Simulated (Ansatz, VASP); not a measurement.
# CoPS3: VASP beside Ansatz

Aim: how closely do two programs agree when they are given the same cell, functional and k mesh?

Method: plane waves, with VASP 6.6.1 beside it; single point at PBEsol, DFT+U, in Ansatz 0.2.0.

### Step 1. Set-up

It takes space group C2/m (No. 12, monoclinic). The conventional cell has a = 5.770 Å, b = 9.993 Å, c = 6.860 Å, α = 90.00°, β = 106.34°, γ = 90.00°. Nearest to Co lie 6 S at 2.35 to 2.36 Å. P has 3 S at 2.07 to 2.08 Å and 1 P at 2.16 Å nearest. Nearest to S lie 1 P at 2.07 Å and 2 Co at 2.35 Å. S has 1 P at 2.07 Å and 2 Co at 2.35 Å nearest. S has 1 P at 2.08 Å and 2 Co at 2.36 Å nearest. Farther neighbours and most contacts between anions are not listed.

### Step 2. Ansatz: single point, PBEsol, DFT+U

Ansatz runs on its default PAW (the set named soft_2) files.

A single point gives forces, pressure and levels at one fixed geometry, so differences don't come from the geometry; what else differs is listed under the comparison.

The input, input.yaml:

```yaml
crystal:
  lattice:
    - [2.885212, -4.996434, 0.0]
    - [5.770424, 9.992868, 0.0]
    - [-1.929469, 0.0, 6.582671]
  atoms:
    - { symbol: Co, position: [0.333284, 0.333358, 0.5], spin: 3.0 }
    - { symbol: Co, position: [0.333284, 0.833358, 0.5], spin: -3.0 }
    - { symbol: Co, position: [0.666716, 0.166642, 0.5], spin: -3.0 }
    - { symbol: Co, position: [0.666716, 0.666642, 0.5], spin: 3.0 }
    - { symbol: P, position: [0.055655, 0.0278275, 0.664321] }
    - { symbol: P, position: [0.055655, 0.5278275, 0.664321] }
    - { symbol: P, position: [0.944345, 0.4721725, 0.335679] }
    - { symbol: P, position: [0.944345, 0.9721725, 0.335679] }
    - { symbol: S, position: [0.0727, 0.2136935, 0.717393] }
    - { symbol: S, position: [0.0727, 0.7136935, 0.717393] }
    - { symbol: S, position: [0.572613, 0.46365, 0.282607] }
    - { symbol: S, position: [0.572613, 0.96365, 0.282607] }
    - { symbol: S, position: [0.2811, 0.14055, 0.281847] }
    - { symbol: S, position: [0.2811, 0.64055, 0.281847] }
    - { symbol: S, position: [0.7189, 0.35945, 0.718153] }
    - { symbol: S, position: [0.7189, 0.85945, 0.718153] }
    - { symbol: S, position: [0.427387, 0.03635, 0.717393] }
    - { symbol: S, position: [0.427387, 0.53635, 0.717393] }
    - { symbol: S, position: [0.9273, 0.2863065, 0.282607] }
    - { symbol: S, position: [0.9273, 0.7863065, 0.282607] }
hamiltonian:
  xc: pbesol
  pseudopotentials: { kind: paw }
  hubbard: { sites: [{ species: Co, l: d, u_eff: 3.5 }] }
magnetization:
  spin_polarized: true
kpoints:
  mp_grid: { grid: [6, 3, 6] }
scf:
  occupations: { method: fermi_dirac, width: 0.02 }
  n_extra_bands: 17
output:
  forces: true
  stress: true
  eigenvalues: true
  write_density: true
  write_potential: true
  elf: true
  volumetric_format: npy
```

Run with:

```sh
> ansatz run input.yaml --threads 8 --pin off --max-ram 18432MiB --backend cpu --events-out ev --progress --plain --runs-dir out
```

Numbers of over 12 decimals in the logs are rounded to 6 here.

The log of the run:

```text
Co: projections on atomic orbitals take those of the free atom [Ne] 3s2 3p6 3d7 4s2, of charge +0.00 (hamiltonian.pseudopotentials.projection_atoms); the dataset's partial waves leave at most 1.4e-6 of an orbital's norm unspanned inside its sphere
P: projections on atomic orbitals take those of the free atom [Ne] 3s2 3p3, of charge +0.00 (hamiltonian.pseudopotentials.projection_atoms); the dataset's partial waves leave at most 1.0e-7 of an orbital's norm unspanned inside its sphere
S: projections on atomic orbitals take those of the free atom [Ne] 3s2 3p4, of charge +0.00 (hamiltonian.pseudopotentials.projection_atoms); the dataset's partial waves leave at most 1.6e-7 of an orbital's norm unspanned inside its sphere
scf.n_extra_bands = 17 over 80 filled bands (N_el = 160.0): the run solves 97 bands
Engine: ansatz 0.2.0, aarch64-unknown-linux-gnu
Pseudopotentials: kind: paw
Pseudopotential: Co, paw, valence charge 17, recommended cutoff 420 eV (normal), Co.paw.azcp
Pseudopotential: P, paw, valence charge 5, recommended cutoff 420 eV (normal), P.paw.azcp
Pseudopotential: S, paw, valence charge 6, recommended cutoff 420 eV (normal), S.paw.azcp
Functional definition: PBEsol
  exchange = pbesol_x
  correlation = pbesol_c
Crystal: 20 atoms, lattice volume = 379.577 Å³
Basis set: ecut = 420 eV, 7419 PW (Γ), exchange–correlation on 80×160×96 points (8 copies of the dense FFT grid, shifted against one another)
Bands: 97, of which v1, the nominal top of the filled ones, is band 80 counted from 1 (79 counted from 0)
Symmetry: 2 space group operations
Space group: P-1 (ITA 2), of the structure as read, at distance tolerance 7.2e-5 Å
Magnetic group: BNS 2.7 (UNI 7), of the structure as read, at distance tolerance 7.2e-5 Å
k-points: 56 of 108
Non-local potential: Co, projectors of the file, l = 0: 3, l = 1: 2, l = 2: 3, l = 3: 1
Non-local potential: P, projectors of the file, l = 0: 2, l = 1: 2, l = 2: 2
Non-local potential: S, projectors of the file, l = 0: 2, l = 1: 2, l = 2: 2
PAW form: soft (Blöchl's): semilocal exchange-correlation on the pseudo side does not see the compensation charge
PAW frozen core: Co, regenerated for the run's functional, and the local potential with it (the file was generated under x = pbe(κ = 0.804, μ = 0.219515), c = pbe(β = 0.066725))
PAW frozen core: P, regenerated for the run's functional, and the local potential with it (the file was generated under x = pbe(κ = 0.804, μ = 0.219515), c = pbe(β = 0.066725))
PAW frozen core: S, regenerated for the run's functional, and the local potential with it (the file was generated under x = pbe(κ = 0.804, μ = 0.219515), c = pbe(β = 0.066725))
PAW one-centre angular grid: Co, 590 points (default); XC on 64 Gauss nodes
PAW one-centre angular grid: P, 110 points (default); XC on 64 Gauss nodes
PAW one-centre angular grid: S, 110 points (default); XC on 64 Gauss nodes
Initial density: superposition of atomic densities (chi_scale 0.1, normalization cell, long waves kept (reshape's long-wave potential 0.10 eV rms))
Starting moments: Σ|m| = 12 μB on 4 of 20 sites
Starting magnetic order: antiferromagnet; a translation exchanges its spin sublattices: spin-degenerate at every k-point
Initial wavefunctions: pseudopotential atomic-orbital guess
Functional: x = pbesol(κ = 0.804, μ = 0.123457), c = pbesol(β = 0.046)
SCF iter   1: F=—  HF=-33959.860380 eV  |F-HF|=—  |Δ(HF+E_count)|=         —  Δρ=1.30e-1 (↑1.30e-1 ↓1.30e-1)  dr2=1.68e2  dr2_m=2.80e1  M=0.000 μB ∫|m|=4.379 μB  β_m=0.30  ethr=3.10e-3  ⟨swp⟩=7.9  Hψ=24810  notcnv=0  defer=9
preconditioner: auto → Kerker (q_TF=auto, 2.362 Å⁻¹)  [metal: Δε(μ)=0.018 eV  Ē_g=8.762 eV  σ=0.020 eV  W_gap=0.21  n_scr=86 (ndim 8)  ℏωp=21.6 eV  f_vac=0.070  D(μ)=7.02/eV (n_scr^D=38)]
spin=Collinear: Kerker preconditioning applied to the charge; magnetization (m = ρ↑ − ρ↓) channel mixes plain (no charge-response kernel on spin).
SCF iter   2: F=—  HF=-33950.866274 eV  |F-HF|=—  |Δ(HF+E_count)|=    8.99e0  Δρ=5.42e-2 (↑5.42e-2 ↓5.42e-2)  dr2=2.12e1  dr2_m=3.75e-1  M=0.000 μB ∫|m|=9.732 μB  β_m=1.00  ethr=3.10e-3  ⟨swp⟩=4.0  Hψ=13819  notcnv=0  defer=371
SCF iter   3: F=—  HF=-33948.842165 eV  |F-HF|=—  |Δ(HF+E_count)|=    2.02e0  Δρ=4.05e-2 (↑4.05e-2 ↓4.05e-2)  dr2=1.53e1  dr2_m=4.27e0  M=0.000 μB ∫|m|=7.019 μB  β_m=0.30  ethr=3.10e-3  ⟨swp⟩=3.1  Hψ=11533  notcnv=0  defer=427
SCF iter   4: F=—  HF=-33948.700740 eV  |F-HF|=—  |Δ(HF+E_count)|=   1.41e-1  Δρ=4.07e-2 (↑4.07e-2 ↓4.07e-2)  dr2=2.03e1  dr2_m=1.19e0  M=0.000 μB ∫|m|=10.355 μB  β_m=1.00  ethr=3.10e-3  ⟨swp⟩=4.0  Hψ=10296  notcnv=0  defer=444
SCF iter   5: F=—  HF=-33947.146416 eV  |F-HF|=—  |Δ(HF+E_count)|=    1.55e0  Δρ=1.94e-2 (↑1.94e-2 ↓1.94e-2)  dr2=1.16e0  dr2_m=9.84e-1  M=0.000 μB ∫|m|=8.986 μB  β_m=0.30  ethr=3.10e-3  ⟨swp⟩=3.0  Hψ=7907  notcnv=0  defer=384
SCF iter   6: F=—  HF=-33947.577662 eV  |F-HF|=—  |Δ(HF+E_count)|=   4.31e-1  Δρ=2.74e-2 (↑2.74e-2 ↓2.74e-2)  dr2=6.14e-1  dr2_m=2.32e0  M=0.000 μB ∫|m|=8.024 μB  β_m=0.30  ethr=7.24e-4  ⟨swp⟩=2.9  Hψ=10403  notcnv=0  defer=382
[...]
SCF iter  21: F=—  HF=-33949.305601 eV  |F-HF|=—  |Δ(HF+E_count)|=   6.02e-6  Δρ=3.38e-5 (↑3.17e-5 ↓3.38e-5)  dr2=1.34e-5  dr2_m=9.66e-7  M=-0.001 μB ∫|m|=6.338 μB  β_m=0.93  ethr=5.45e-8  ⟨swp⟩=2.0  Hψ=12927  notcnv=0  defer=804
SCF iter  22: F=—  HF=-33949.305611 eV  |F-HF|=—  |Δ(HF+E_count)|=   1.06e-5  Δρ=1.50e-4 (↑1.50e-4 ↓1.21e-4)  dr2=2.44e-4  dr2_m=1.08e-5  M=0.001 μB ∫|m|=6.339 μB  β_m=0.60  ethr=8.38e-9  ⟨swp⟩=2.4  Hψ=19281  notcnv=0  defer=804  recentre
SCF iter  23: F=—  HF=-33949.305601 eV  |F-HF|=—  |Δ(HF+E_count)|=   1.00e-5  Δρ=1.77e-5 (↑1.77e-5 ↓1.35e-5)  dr2=2.09e-6  dr2_m=3.34e-7  M=0.000 μB ∫|m|=6.339 μB  β_m=0.80  ethr=8.38e-9  ⟨swp⟩=2.0  Hψ=18878  notcnv=0  defer=804
SCF iter  24: F=—  HF=-33949.305602 eV  |F-HF|=—  |Δ(HF+E_count)|=   4.25e-7  Δρ=3.21e-5 (↑3.21e-5 ↓1.35e-5)  dr2=5.95e-6  dr2_m=5.90e-7  M=-0.000 μB ∫|m|=6.339 μB  β_m=0.66  ethr=1.31e-9  ⟨swp⟩=3.0  Hψ=18340  notcnv=0  defer=804  recentre
SCF iter  25: F=—  HF=-33949.305602 eV  |F-HF|=—  |Δ(HF+E_count)|=   7.50e-7  Δρ=5.72e-5 (↑2.03e-5 ↓5.72e-5)  dr2=1.94e-5  dr2_m=1.52e-6  M=0.001 μB ∫|m|=6.339 μB  β_m=0.43  ethr=1.31e-9  ⟨swp⟩=2.0  Hψ=18953  notcnv=0  defer=804
SCF iter  26: F=—  HF=-33949.305602 eV  |F-HF|=—  |Δ(HF+E_count)|=   9.34e-7  Δρ=1.25e-5 (↑9.19e-6 ↓1.25e-5)  dr2=1.51e-6  dr2_m=1.24e-7  M=-0.000 μB ∫|m|=6.339 μB  β_m=0.48  ethr=1.31e-9  ⟨swp⟩=2.0  Hψ=18876  notcnv=0  defer=804
SCF iter  27: F=—  HF=-33949.305602 eV  |F-HF|=—  |Δ(HF+E_count)|=   2.34e-8  Δρ=1.04e-5 (↑9.88e-6 ↓1.04e-5)  dr2=1.04e-6  dr2_m=7.21e-8  M=0.000 μB ∫|m|=6.339 μB  β_m=0.34  ethr=9.43e-10  ⟨swp⟩=2.0  Hψ=12071  notcnv=0  defer=804
SCF iter  28: F=-33949.305601 eV  HF=-33949.305601 eV  |F-HF|=3.49e-8  |Δ(HF+E_count)|=   6.03e-8  Δρ=3.13e-6 (↑3.13e-6 ↓1.87e-6)  dr2=9.82e-8  dr2_m=7.12e-9  M=-0.000 μB ∫|m|=6.339 μB  ethr=6.25e-11  ⟨swp⟩=20.3  Hψ=108222  notcnv=0
SCF 2 converged in 28 iterations: F = -33949.305601 eV  dr2 = 9.82e-8
  greatest PAW one-centre occupation: 1.002 electrons in one spin orbital (limit 2), on the Co atom at site 0 (counted from 0), in its partial waves of l = 1
an SCF from antiferromagnetic starting moments (3.00, -3.00, -3.00, 3.00, 0.00, 0.00, 0.00, 0.00, 0.00, 0.00, 0.00, 0.00, 0.00, 0.00, 0.00, 0.00, 0.00, 0.00, 0.00, 0.00 Bohr magnetons, atom by atom) closed no lower than the state that the run had reached (-0.00 meV in free energy), which stands
SCF converged after 21 iterations
Magnetization: 0.0000 μB (80.0000 up, 80.0000 down)
Absolute magnetization: 6.3331 μB (∫|ρ↑−ρ↓|, with the PAW one-centre terms)
Spin contamination: 2.7302 ħ² per cell (⟨S²⟩ above its minimum at these occupations)
Per-site moments (μB) at R_I (Å): [(1.203654, 0.969460), (-1.203654, 0.969460), (-1.203654, 0.969460), (1.203654, 0.969460), (-0.00668052, 0.855539), (0.00668052, 0.855539), (0.00668052, 0.855539), (-0.00668052, 0.855539), (0.00185315, 0.855539), (-0.00185315, 0.855539), (-0.050856, 0.855539), (0.050856, 0.855539), (0.00145632, 0.856981), (-0.00145632, 0.856981), (-0.00145632, 0.856981), (0.00145632, 0.856981), (0.050856, 0.855539), (-0.050856, 0.855539), (-0.00185315, 0.855539), (0.00185315, 0.855539)]
Free energy (F): -33949.305601 eV
Harris-Foulkes:  -33949.305601 eV  (|F-HF|=2.04e-8)
Internal energy: -33949.299442 eV  (E = F + TS)
E sigma→0 (E₀):  -33949.302522 eV
Entropy (-TS):   -0.006160 eV (-0.308 meV/atom)
Fermi energy:    7.107957 eV
--- Per-component energies (eV) ---
  E_band       = -1743.948500
  E_kinetic    = 3378.220203
  E_local      = -24378.328068  (includes V_loc(G=0)·N_el)
  E_nonlocal   = 2337.753939
  E_hartree    = 10565.643591
  E_xc         = -2024.961331
  E_vxc        = -2104.554203  (∫ρ·V_xc dr)
  E_hubbard    = 6.152660  (on-site DFT+U / exact-exchange correction)
  E_vhub       = -42.522946  (the Hubbard potential's part of the band-sum identity)
  E_paw        = -15173.742778  (= ΣΔE_a)
  E_vpaw       = -2065.820647  (= ΣTr[D̂ρ^β])
  E_aug_tail   = 0.000241  (compensation charges beyond the density's cutoff)
  E_ewald      = -8661.719351
  E_core_change = 1.681453  (= ΣΔE_core)
  E_smearing   = -0.006160  (= −TS)
  E_closure    = 0.000000  (closes the sum)
  Σ components = -33949.305601   (vs F -33949.305601, Δ=0.00e0)
--- Forces (eV/Å), atoms counted from 1 ---
  atom   1  Co    -0.03997383    -0.03157390     0.00090430
  atom   2  Co    -0.03997383    -0.03157390     0.00090430
  atom   3  Co     0.03997383     0.03157390    -0.00090430
  atom   4  Co     0.03997383     0.03157390    -0.00090430
  atom   5  P     -0.00841184    -0.01655398    -0.01554006
  atom   6  P     -0.00841184    -0.01655398    -0.01554006
  atom   7  P      0.00841184     0.01655398     0.01554006
  atom   8  P      0.00841184     0.01655398     0.01554006
  atom   9  S     -0.13708734    -0.23919883     0.15965252
  atom  10  S     -0.13708734    -0.23919883     0.15965252
  atom  11  S      0.14591961    -0.27569529    -0.16563025
  atom  12  S      0.14591961    -0.27569529    -0.16563025
  atom  13  S     -0.28950421    -0.01006065    -0.14066009
  atom  14  S     -0.28950421    -0.01006065    -0.14066009
  atom  15  S      0.28950421     0.01006065     0.14066009
  atom  16  S      0.28950421     0.01006065     0.14066009
  atom  17  S     -0.14591961     0.27569529     0.16563025
  atom  18  S     -0.14591961     0.27569529     0.16563025
  atom  19  S      0.13708734     0.23919883    -0.15965252
  atom  20  S      0.13708734     0.23919883    -0.15965252
  max |Σ_I F_I| component: 2.78e-17 eV/Å
--- Stress (GPa, compression-positive) ---
       -2.222595       0.098804      -0.022675
        0.098800      -2.314959       0.088893
       -0.022632       0.088762       0.790858
  P = ⅓ Tr σ = -1.2489 GPa (-12.489 kbar)
--- Band table (eV; the first three rows and the last of 112) ---
  k-point 0 ↑: bands = [... 76 lower, 5.9132, 5.9469, 6.6549, 6.7296, 7.4462, 7.5736, 8.6378, 8.7905, ... 13 higher]
  k-point 1 ↑: bands = [... 76 lower, 5.9088, 5.9593, 6.6762, 6.7072, 7.4715, 7.5773, 8.6384, 8.8209, ... 13 higher]
  k-point 2 ↑: bands = [... 76 lower, 5.9329, 5.9818, 6.6420, 6.7127, 7.5328, 7.5855, 8.6282, 8.8769, ... 13 higher]
  k-point 55 ↓: bands = [... 76 lower, 5.9064, 5.9951, 6.4958, 6.9755, 7.3965, 7.5400, 8.3421, 8.7094, ... 13 higher]
Occupation matrices written to <dir>
```

Wall time 6.7 min (8 threads of Arm Neoverse V2, shared host); peak memory 9.8 GiB; 53 min of CPU time.

The run ends at a pressure of -1.25 GPa, with forces up to 0.35 eV/Å.

(Continued in part 2 of 2.)

[Lines on the potential files, build, host, timing and source positions are cut from VASP's logs without a mark.]

[Logs are printed without paths, hosts, clocks, repeated set-up lines and the standing remarks that a program may print on its own settings, such as how far it seeks lower states.]

[Hosts, paths, dates, database ids (printed as entryN), source tags and the programs' standing remarks are cut or masked in the printed files.]
